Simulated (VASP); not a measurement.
An input for Quantum ESPRESSO's pw.x (written as the equivalent of a VASP run, and not itself run):

```
&CONTROL
  calculation = 'scf'
  pseudo_dir = './pseudo'
  outdir = './out'
  tprnfor = .true.
  tstress = .true.
/
&SYSTEM
  ibrav = 0
  nat = 2
  ntyp = 1
  ecutwfc = 36
  occupations = 'smearing'
  smearing = 'gaussian'
  degauss = 0.003675
  input_dft = 'pbe'
  vdw_corr = 'grimme-d3'
  dftd3_version = 3
  dftd3_threebody = .false.
/
&ELECTRONS
  conv_thr = 7.3e-09
  electron_maxstep = 100
/
ATOMIC_SPECIES
  Si 28.085 Si.upf
CELL_PARAMETERS angstrom
     0.0000000    2.6709329    2.6709329
     2.6709329    0.0000000    2.6709329
     2.6709329    2.6709329    0.0000000
ATOMIC_POSITIONS crystal
  Si   0.0000000  0.0000000  0.0000000
  Si   0.2500000  0.2500000  0.2500000
K_POINTS automatic
  8 8 8 0 0 0
```

Problem. Translate this input to VASP (INCAR, KPOINTS, POSCAR, choice of POTCAR).

Solution. This is not unique; one that fits is 
INCAR:
```
! general
SYSTEM  =  Si
PREC    =  Accurate
ENCUT   =  520   ! plane-wave cut-off (eV)
LREAL   =  F   ! projection in real space or not
LASPH   =  T   ! aspherical one-centre terms

! electronic loop
EDIFF   =  1E-7
NELM    =  100
ALGO    =  Normal

! smearing
ISMEAR  =  0
SIGMA   =  0.05   ! width (eV)

! functional
GGA     =  PE
IVDW    =  11   ! D3, zero damping

! ions
ISIF    =  2   ! forces and stress, cell fixed

! output
LWAVE   =  F
LCHARG  =  F
```

POSCAR:
```
Si
1.0
  0.0000000000   2.6709329465   2.6709329465
  2.6709329465   0.0000000000   2.6709329465
  2.6709329465   2.6709329465   0.0000000000
Si
2
Cart
  0.0000000000   0.0000000000   0.0000000000
  1.3354664732   1.3354664732   1.3354664732
```

### KPOINTS
```
Automatic mesh
0
G
 8 8 8
0 0 0
```

POTCAR, in this order: Si (PBE.64 set). Program: vasp_std.

The two are equivalent in intent, not identical: the potentials are each code's own (VASP's PAW set, PseudoDojo norm-conserving files in pw.x), so ENCUT and ecutwfc are chosen apart and not converted; conv_thr bounds pw.x's estimated SCF error, while EDIFF bounds the energy change between steps.

The compound is Si in the diamond structure. This cell is one point of a volume scan, at 0.94 of the reference volume.
